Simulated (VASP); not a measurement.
A convergence study with VASP on Ge (diamond): a few settings are varied, all else stays as given below, so the limit is that of these other settings. The cell's lengths are 1 % over those of the tabulated start and one atom is moved, so it is off equilibrium.

```
Ge
1.0
    0.00000     2.85729     2.85729
    2.85729     0.00000     2.85729
    2.85729     2.85729     0.00000
Ge
2
Direct
  0.00000   0.00000   0.00000
  0.23940   0.26060   0.26060
```

Level of theory: PBEsol GGA, VASP's PBE PAW potentials (set 64) (plane waves; VASP 6.6.1). The last row used: 900 eV cut-off, 7×7×7 Γ-centred mesh, Gaussian smearing of 0.050 eV, potentials Ge_h.

Energies of different potentials or hybrids have different zeros.

```csv
setting,E (eV/atom),pressure (GPa),largest force (eV/Å),plane waves
"ENCUT = 300, POTCAR Ge_d",-4.9130,-2.61,0.616,560
"ENCUT = 400, POTCAR Ge_d",-4.9147,-1.57,0.617,869
"ENCUT = 520, POTCAR Ge_d",-4.9150,-1.24,0.617,1275
"ENCUT = 700, POTCAR Ge_d",-4.9151,-1.24,0.617,1988
"ENCUT = 900, POTCAR Ge_d",-4.9152,-1.21,0.617,2872
"ENCUT = 300, POTCAR Ge",-4.8769,-0.30,0.641,560
"ENCUT = 400, POTCAR Ge",-4.8776,-0.29,0.641,869
"ENCUT = 520, POTCAR Ge",-4.8778,-0.29,0.641,1275
"ENCUT = 700, POTCAR Ge",-4.8779,-0.29,0.641,1988
"ENCUT = 900, POTCAR Ge",-4.8779,-0.29,0.641,2872
"ENCUT = 300, POTCAR Ge_h",-4.3149,-88.65,0.572,560
"ENCUT = 400, POTCAR Ge_h",-4.8952,-3.48,0.617,869
"ENCUT = 520, POTCAR Ge_h",-4.9009,-1.61,0.618,1275
"ENCUT = 700, POTCAR Ge_h",-4.9010,-1.04,0.620,1988
"ENCUT = 900, POTCAR Ge_h",-4.9010,-1.06,0.620,2872
```

Left out are rungs that failed or repeat a setting and relaxations that didn't move; long series are thinned to 24 rows.

The compound is Ge in the diamond structure. The cell was not relaxed at this level, it is distorted from the ideal structure.
